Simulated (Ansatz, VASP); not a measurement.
# NaCl: VASP beside Ansatz

One calculation is typed for both programs; each brings its own data sets. How far apart do they land? The cell is taken from a series of runs on this material, whose earlier steps may have relaxed, scaled, displaced or heated it; both programs get it as it stands.

Method: plane waves, with VASP 6.6.1 beside it; relaxation of cell and atoms at r2SCAN, in Ansatz 0.2.0.

## Step 1: The structure

It takes space group Fm-3m (No. 225, cubic). Conventional cell: a = 5.608 Å, b = 5.608 Å, c = 5.608 Å, α = 90.00°, β = 90.00°, γ = 90.00°. Na has 6 Cl at 2.80 Å nearest. Nearest to Cl lie 6 Na at 2.80 Å. Farther neighbours and most contacts between anions are not listed.

## Step 2: Ansatz: relaxation of cell and atoms, r2SCAN

Ansatz runs on its default PAW (the set named soft_2) files.

The relaxed volume is the usual yardstick between codes: in a stiff, nearly cubic crystal its relative difference is about their pressure difference at one cell divided by the bulk modulus.

input.yaml

```yaml
crystal:
  lattice:
    - [0.0, 2.8039806026, 2.8039806026]
    - [2.8039806026, 0.0, 2.8039806026]
    - [2.8039806026, 2.8039806026, 0.0]
  atoms:
    - { symbol: Na, position: [0.0, 0.0, 0.0] }
    - { symbol: Cl, position: [0.5, 0.5, 0.5] }
kpoints:
  mp_grid: { grid: [9, 9, 9] }
hamiltonian:
  xc: r2scan
scf:
  occupations: { method: fixed }
output:
  forces: true
  stress: true
  eigenvalues: true
relax:
  adjacent_minimum: "off"
  f_tol: 0.001
  max_steps: 60
  cell: { stress_tol: 0.01 }
```

The run is started by

```sh
> ansatz run input.yaml --threads 16 --pin off --max-ram 30720MiB --backend cpu --events-out ev --progress --plain --runs-dir out
```

Numbers of over 12 decimals in the logs are rounded to 6 here.

The log of the run:

```text
Engine: ansatz 0.2.0, aarch64-unknown-linux-gnu
Pseudopotentials: kind: paw
Pseudopotential: Na, paw, valence charge 9, recommended cutoff 500 eV (meta_gga), Na.paw.azcp
Pseudopotential: Cl, paw, valence charge 7, recommended cutoff 500 eV (meta_gga), Cl.paw.azcp
Functional definition: r2SCAN
  parameter k0 = 0.174
  parameter k1 = 0.065
  parameter a1 = 4.9479
  exchange = r2scan_x(k0 = k0, k1 = k1, a1 = a1)
  correlation = r2scan_c
Crystal: 2 atoms, lattice volume = 44.092 Å³
Basis set: ecut = 500 eV, 1139 PW (Γ), exchange–correlation on 120×120×120 points (64 copies of the dense FFT grid, shifted against one another)
Bands: 12, of which v1, the nominal top of the filled ones, is band 8 counted from 1 (7 counted from 0)
Symmetry: 48 space group operations
Space group: Fm-3m (ITA 225), of the structure as read, at distance tolerance 3.5e-5 Å
k-points: 35 of 729
Non-local potential: Na, projectors of the file, l = 0: 3, l = 1: 2, l = 2: 1
Non-local potential: Cl, projectors of the file, l = 0: 2, l = 1: 2, l = 2: 2
PAW form: soft (Blöchl's): semilocal exchange-correlation on the pseudo side does not see the compensation charge
PAW frozen core: Na, regenerated for the run's functional (the file was generated under x = pbe(κ = 0.804, μ = 0.219515), c = pbe(β = 0.066725))
PAW frozen core: Cl, regenerated for the run's functional (the file was generated under x = pbe(κ = 0.804, μ = 0.219515), c = pbe(β = 0.066725))
PAW one-centre angular grid: Na, 302 points (default); XC on 339 of its mesh's 2595 points in the sphere
PAW one-centre angular grid: Cl, 302 points (default); XC on 160 Gauss nodes
Initial density: superposition of atomic densities (neutral atoms: chi_scale 0, normalization atom), corrected by the library's trained network
Initial wavefunctions: pseudopotential atomic-orbital guess
Functional: x = r2scan, c = r2scan; τ floored in thin density (d = 2e-4 eV/Å³)
SCF iter   1: F=—  HF=-2576.318094 eV  |F-HF|=—  |Δ(HF+E_count)|=         —  Δρ=7.20e-3  dr2=1.01e-2  dr2_τ=1.93e-3  ethr=1.77e-3  ⟨swp⟩=4.7  Hψ=2170  notcnv=0  defer=61
preconditioner: auto → none  [insulator: Δε(μ)=5.950 eV  Ē_g=14.615 eV  n_scr=14 (ndim 8)  ℏωp=15.8 eV  f_vac=0.022  ε∞_Penn≈2.2]
SCF iter   2: F=—  HF=-2576.327460 eV  |F-HF|=—  |Δ(HF+E_count)|=   9.37e-3  Δρ=2.00e-3  dr2=9.36e-4  dr2_τ=2.16e-4  ethr=6.32e-5  ⟨swp⟩=2.3  Hψ=1073  notcnv=0  defer=63
SCF iter   3: F=—  HF=-2576.327551 eV  |F-HF|=—  |Δ(HF+E_count)|=   9.12e-5  Δρ=6.35e-4  dr2=1.10e-4  dr2_τ=2.21e-5  ethr=5.85e-6  ⟨swp⟩=2.4  Hψ=671  notcnv=0  defer=68
SCF iter   4: F=—  HF=-2576.327558 eV  |F-HF|=—  |Δ(HF+E_count)|=   6.71e-6  Δρ=2.84e-4  dr2=1.34e-5  dr2_τ=1.58e-6  ethr=6.88e-7  ⟨swp⟩=2.1  Hψ=534  notcnv=0  defer=46
SCF iter   5: F=—  HF=-2576.327560 eV  |F-HF|=—  |Δ(HF+E_count)|=   2.17e-6  Δρ=1.35e-5  dr2=5.98e-8  dr2_τ=9.03e-9  ethr=8.34e-8  ⟨swp⟩=2.9  Hψ=700  notcnv=0
SCF iter   6: F=-2576.327560 eV  HF=-2576.327560 eV  |F-HF|=1.44e-9  |Δ(HF+E_count)|=   4.78e-9  Δρ=2.50e-6  dr2=3.12e-9  dr2_τ=2.12e-10  ethr=3.74e-10  ⟨swp⟩=3.9  Hψ=2013  notcnv=0
SCF 1 converged in 6 iterations: F = -2576.327560 eV  dr2 = 3.12e-9
  greatest PAW one-centre occupation: 1.000 electrons in one spin orbital (limit 2), on the Na atom at site 0 (counted from 0), in its partial waves of l = 0
relax step   1: F+E_penalty+E_count = -2576.32756038 eV  Δ(F+E_penalty+E_count) = +0.000e0 eV  max|allowed force component| = 2.884e-30 eV/Å  Δτ_max = 0.0000 Å  P = -0.000 GPa  Ω = 44.092 Å³  (6 SCF iters, dr2 threshold 1.00e-7 eV, accepted)
Initial density: handed on by an earlier stage of this run
Initial wavefunctions: pseudopotential atomic-orbital guess (no wavefunctions were taken with the density)
iter 1 solved again at ethr=4.11e-6 eV; its pass at ethr=3.10e-3 eV (dr2=6.57e-4 eV) is discarded
SCF iter   1: F=—  HF=-2576.327562 eV  |F-HF|=—  |Δ(HF+E_count)|=         —  Δρ=8.05e-6  dr2=3.06e-8  dr2_τ=2.80e-9  ethr=4.11e-6  ⟨swp⟩=2.2  Hψ=3169  notcnv=0  defer=65
eigensolver tolerance schedule: the retry pair's looser diagonalisation over-reported the residual by 21492.33 of it (diagonalisation noise at an unbounded share of the residual, at the tolerance the schedule requests for it); recorded, not acted on — ethr = c·dr2/N_el stays at c = 1.0e-1
preconditioner: auto → none  [insulator: Δε(μ)=5.970 eV  Ē_g=14.594 eV  n_scr=14 (ndim 8)  ℏωp=15.8 eV  f_vac=0.027  ε∞_Penn≈2.2]
SCF iter   2: F=—  HF=-2576.327560 eV  |F-HF|=—  |Δ(HF+E_count)|=   1.99e-6  Δρ=5.66e-6  dr2=1.53e-8  dr2_τ=3.88e-9  ethr=1.91e-10  ⟨swp⟩=3.0  Hψ=943  notcnv=0  defer=61
SCF iter   3: F=—  HF=-2576.327560 eV  |F-HF|=—  |Δ(HF+E_count)|=   5.09e-9  Δρ=2.47e-6  dr2=2.57e-9  dr2_τ=2.86e-10  ethr=9.58e-11  ⟨swp⟩=2.4  Hψ=553  notcnv=0  defer=61
SCF iter   4: F=—  HF=-2576.327560 eV  |F-HF|=—  |Δ(HF+E_count)|=  8.27e-10  Δρ=9.58e-7  dr2=3.80e-10  dr2_τ=3.82e-11  ethr=1.61e-11  ⟨swp⟩=2.0  Hψ=665  notcnv=0  defer=61
SCF iter   5: F=—  HF=-2576.327560 eV  |F-HF|=—  |Δ(HF+E_count)|=  1.06e-10  Δρ=5.78e-7  dr2=1.48e-10  dr2_τ=1.05e-11  ethr=2.37e-12  ⟨swp⟩=1.0  Hψ=420  notcnv=0  defer=61
SCF iter   6: F=—  HF=-2576.327560 eV  |F-HF|=—  |Δ(HF+E_count)|=  4.41e-11  Δρ=2.94e-7  dr2=3.69e-11  dr2_τ=3.04e-12  ethr=9.23e-13 (applied; sched 1.00e-12)  ⟨swp⟩=2.0  Hψ=548  notcnv=0  defer=61
SCF iter   7: F=—  HF=-2576.327560 eV  |F-HF|=—  |Δ(HF+E_count)|=  8.64e-12  Δρ=1.63e-7  dr2=1.14e-11  dr2_τ=1.14e-12  ethr=2.31e-13 (applied; sched 1.00e-12)  ⟨swp⟩=1.0  Hψ=420  notcnv=0  defer=61
SCF iter   8: F=-2576.327560 eV  HF=-2576.327560 eV  |F-HF|=0.00e0  |Δ(HF+E_count)|=  5.00e-12  Δρ=2.51e-8  dr2=2.51e-13  dr2_τ=2.07e-14  ethr=1.00e-12  ⟨swp⟩=5.1  Hψ=2372  notcnv=0
SCF 2 converged in 8 iterations: F = -2576.327560 eV  dr2 = 2.51e-13
relax step   2: F+E_penalty+E_count = -2576.32756038 eV  Δ(F+E_penalty+E_count) = -1.000e-9 eV  max|allowed force component| = 4.002e-30 eV/Å  Δτ_max = 0.0000 Å  P = -0.000 GPa  Ω = 44.092 Å³  stress off target by 4.23e-4 GPa  SCF on the basis re-selected at this cell (its energy is not comparable with the rows above)  (8 SCF iters)
basis re-selected at this cell: Δ(F+E_penalty+E_count) = -1.000e-9 eV, ΔP = +0.000 GPa vs the last step (what re-selecting the basis moved, of the pressure what is left beyond the Pulay correction that the steps carried, after the strain that the cell walked since its last selection, with what the two solves' SCF thresholds leave and, on support functions, any second-order correction that the steps lacked; it is no m [...]
SCF converged after 8 iterations
Free energy (F): -2576.327560 eV
Harris-Foulkes:  -2576.327560 eV  (|F-HF|=0.00e0)
Internal energy: -2576.327560 eV  (E = F + TS)
E sigma→0 (E₀):  -2576.327560 eV
Fermi energy:    0.808681 eV
--- Per-component energies (eV) ---
  E_band       = -248.259801
  E_kinetic    = 282.814177
  E_local      = -1523.230366  (includes V_loc(G=0)·N_el)
  E_nonlocal   = 144.212700
  E_hartree    = 537.684558
  E_xc         = -141.785145
  E_vxc        = -191.290950  (∫ρ·V_xc dr)
  E_paw        = -934.358872  (= ΣΔE_a)
  E_vpaw       = -48.286712  (= ΣTr[D̂ρ^β])
  E_aug_tail   = 0.000042  (compensation charges beyond the density's cutoff)
  E_vtau       = 12.152192  (kinetic-family band-sum trace: ∫τ·v_τ [+ j·A + Jᵃ·Aᵃ] dr)
  E_ewald      = -941.501981
  E_core_change = -0.162674  (= ΣΔE_core)
  E_smearing   = -0.000000  (= −TS)
  E_closure    = 0.000000  (closes the sum)
  Σ components = -2576.327560   (vs F -2576.327560, Δ=0.00e0)
--- Forces (eV/Å), atoms counted from 1 ---
  atom   1  Na    -0.00000000     0.00000000     0.00000000
  atom   2  Cl     0.00000000    -0.00000000     0.00000000
  max |Σ_I F_I| component: 6.72e-30 eV/Å
--- Stress (GPa, compression-positive) ---
       -0.000423       0.000000       0.000000
        0.000000      -0.000423       0.000000
        0.000000      -0.000000      -0.000423
  P = ⅓ Tr σ = -0.0004 GPa (-0.004 kbar)
--- Band table (eV; the first three rows and the last of 35) ---
  k-point 0: bands = [... 4 lower, -12.4460, 0.8087, 0.8087, 0.8087, 6.7782, 12.5467, 12.5467, 12.5467]
  k-point 1: bands = [... 4 lower, -12.4062, 0.5105, 0.7740, 0.7740, 7.1810, 12.1027, 12.7153, 12.7153]
  k-point 2: bands = [... 4 lower, -12.3028, -0.1366, 0.6883, 0.6883, 8.0366, 11.5749, 12.9124, 12.9124]
  k-point 34: bands = [... 4 lower, -12.0238, -0.5672, -0.3117, 0.1021, 10.5820, 10.9157, 11.3119, 13.4058]
--- Relaxed structure (1 steps of the walk, 1 accepted, 1 SCFs on fresh bases) ---
  F+E_penalty+E_count = -2576.32756038 eV   max|allowed force component| = 4.002e-30 eV/Å   (the final SCF, on the basis selected at the relaxed cell)
  cell:  # Å, volume = 44.0915 Å³
    - [0.0, 2.8039806026, 2.8039806026]
    - [2.8039806026, 0.0, 2.8039806026]
    - [2.8039806026, 2.8039806026, 0.0]
  atoms:
    - { symbol: Na, position: [0.0, 0.0, 0.0] }
    - { symbol: Cl, position: [0.5, 0.5, 0.5] }
```

In the SCF lines HF is the Harris–Foulkes energy and dr2 the Hartree energy of the density residual, in eV; the loop may stop once dr2 is under the threshold and the program's other checks hold. Hψ counts applications of the Hamiltonian.

(Continued in part 2 of 2.)

[Lines on the potential files, build, host, timing and source positions are cut from VASP's logs without a mark.]

[Logs are printed without paths, hosts, clocks, repeated set-up lines and the standing remarks that a program may print on its own settings, such as how far it seeks lower states.]

[Hosts, paths, dates, database ids (printed as entryN), source tags and the programs' standing remarks are cut or masked in the printed files.]
